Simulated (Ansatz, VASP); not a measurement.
**BeAu3 in VASP and in Ansatz**

```
CELL_PARAMETERS angstrom
3.98478 0.00000 0.00000
0.00000 3.98478 0.00000
0.00000 0.00000 3.98478
ATOMIC_POSITIONS crystal
Be 0.00000 0.00000 0.00000
Au 0.00000 0.50000 0.50000
Au 0.50000 0.00000 0.50000
Au 0.50000 0.50000 0.00000
```

The cell comes from a database or a generator and needn't be the stable form of this composition.

Alike in both runs: task single point; functional PBE; k mesh 6 × 6 × 6; no spin polarisation.

|  | VASP | Ansatz |
| --- | --- | --- |
| version | VASP 6.6.1 | Ansatz 0.2.0 |
| potentials or method | VASP PAW PBE potentials, release 64 (Be, Au) | plane waves, PAW |
| plane-wave cutoff (eV) | 520 | 500 |
| occupations | methfessel-paxton of order 1, width 0.15 eV | cold, width 0.15 eV |
| valence electrons in the cell | 35 | 59 |

|  | VASP | Ansatz | Ansatz less VASP |
| --- | --- | --- | --- |
| pressure (GPa) | 1.4 | 1.8 | +0.35 |

The two sets of potentials don't hold the same shells in valence.

Spin-orbit coupling is left out, which matters for the levels of Au.
